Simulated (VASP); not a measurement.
Data:

```xyz
3
Lattice="0.0000 2.5412 2.5412 2.5412 0.0000 2.5412 2.5412 2.5412 0.0000" Properties=species:S:1:pos:R:3 pbc="T T T"
Zr     0.0000     0.0000     0.0000
O      1.2706     1.2706     1.2706
O      3.8119     3.8119     3.8119
```

Computed with r2SCAN+rVV10, VASP's PBE PAW potentials (set 64) (plane waves; VASP). Settings: 520 eV cut-off, 8×8×8 Γ-centred mesh, tetrahedra with Blöchl corrections, potentials Zr_sv O.

**Question.** Estimate the energy per atom (σ→0), band gap (over mesh and band path) with the smallest direct gap where there is one.

**Answer.** 
```
Quantity                                                Result
---------------------------------------------  ---------------
band gap (over mesh and band path)                     3.87 eV
smallest direct gap (over mesh and band path)          4.26 eV
energy per atom (σ→0)                          -15.112 eV/atom
```

The absolute energy has meaning only against runs of the same code, potentials and settings.

The compound is ZrO2 in the fluorite structure, the high-temperature cubic form, which is unstable at 0 K; the monoclinic form is the stable one. It was relaxed first.
